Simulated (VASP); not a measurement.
Method: PBE GGA with D3 dispersion (zero damping), VASP's PBE PAW potentials (set 64) (plane waves; VASP 6.6.1).

Input for VASP

File POSCAR:
```
Zn
1
    1.3252373079    -2.2953787699     0.0000000000
    1.3252373079     2.2953787699     0.0000000000
    0.0000000000     0.0000000000     4.6572508635
Zn
2
Direct
  0.3333330000   0.6666670000   0.2500000000
  0.6666670000   0.3333330000   0.7500000000
```

### INCAR
```
SYSTEM = Zn
PREC = Accurate
ENCUT = 520
EDIFF = 1E-7
NELM = 100
ALGO = Normal
LREAL = .FALSE.
LASPH = .TRUE.
ISMEAR = -5
GGA = PE
IVDW = 11
LMAXMIX = 4
LWAVE = .FALSE.
LCHARG = .TRUE.
LORBIT = 11
NEDOS = 601
ISIF = 2
```

**KPOINTS**
```
Automatic mesh
0
G
 18 18 9
0 0 0
```

POTCAR, in this order: Zn (PBE.64 set). Program: vasp_std.

Output of the run:

**OSZICAR**
```
       N       E                     dE             d eps       ncg     rms          rms(c)
DAV:   1     0.949953396428E+02    0.94995E+02   -0.12865E+04  6040   0.242E+03
DAV:   2     0.226070126708E+00   -0.94769E+02   -0.93643E+02  6016   0.303E+02
DAV:   3    -0.241324203386E+01   -0.26393E+01   -0.26343E+01  7256   0.620E+01
DAV:   4    -0.242057347423E+01   -0.73314E-02   -0.73424E-02  7192   0.328E+00
DAV:   5    -0.242058356865E+01   -0.10094E-04   -0.10125E-04  7104   0.100E-01    0.466E+00
DAV:   6    -0.219306006349E+01    0.22752E+00   -0.10840E+00  6072   0.238E+01    0.340E+00
DAV:   7    -0.218173747048E+01    0.11323E-01   -0.33681E-02  7536   0.348E+00    0.173E+00
DAV:   8    -0.217646543626E+01    0.52720E-02   -0.17160E-03  8408   0.740E-01    0.461E-02
DAV:   9    -0.217646687713E+01   -0.14409E-05   -0.25180E-04  8448   0.250E-01    0.324E-02
DAV:  10    -0.217646864585E+01   -0.17687E-05   -0.25833E-05  6712   0.701E-02    0.311E-03
DAV:  11    -0.217646829326E+01    0.35258E-06   -0.11478E-07  6080   0.463E-03    0.180E-03
DAV:  12    -0.217646773400E+01    0.55927E-06   -0.34503E-08  3920   0.406E-03    0.959E-05
DAV:  13    -0.217646772222E+01    0.11776E-07   -0.93856E-09  3592   0.101E-03
   1 F= -.29178055E+01 E0= -.29178055E+01  d E =0.000000E+00
```

### OUTCAR
```
------------------------ aborting loop because EDIFF is reached ----------------------------------------
 Edisp (eV)   -0.74134
  FORCE on cell =-STRESS in cart. coord.  units (eV):
  Direction    XX          YY          ZZ          XY          YZ          ZX
  --------------------------------------------------------------------------------------
  Total      -0.05175    -0.05175     0.13346     0.00000    -0.00000    -0.00000
  in kB      -2.92642    -2.92642     7.54690     0.00000    -0.00000    -0.00000
  external pressure =        0.56 kB  Pullay stress =        0.00 kB
  volume of cell :       28.33
      direct lattice vectors                 reciprocal lattice vectors
     1.325237308 -2.295378770  0.000000000     0.377290918 -0.217828973  0.000000000
     1.325237308  2.295378770  0.000000000     0.377290918  0.217828973  0.000000000
     0.000000000  0.000000000  4.657250863     0.000000000  0.000000000  0.214718947
 POSITION                                       TOTAL-FORCE (eV/Angst)
 -----------------------------------------------------------------------------------
      1.32524      0.76513      1.16431         0.000000      0.000000      0.000000
      1.32524     -0.76513      3.49294        -0.000000     -0.000000      0.000000
 -----------------------------------------------------------------------------------
    total drift:                                0.000000      0.000068      0.000004
  FREE ENERGIE OF THE ION-ELECTRON SYSTEM (eV)
  ---------------------------------------------------
  free  energy   TOTEN  =        -2.9178054878 eV

  energy  without entropy=       -2.9178054878  energy(sigma->0) =       -2.91780549

 total charge

# of ion       s       p       d       tot
------------------------------------------
    1        0.595   0.492   9.725  10.812
    2        0.595   0.492   9.725  10.812
--------------------------------------------------
tot          1.189   0.984  19.450  21.623
```
(Selected blocks of OUTCAR.)

For a metal the tetrahedron method with Blöchl corrections gives inexact stress and forces.

The compound is Zn in the hcp structure. It was relaxed first, which changed the volume by -7 %.
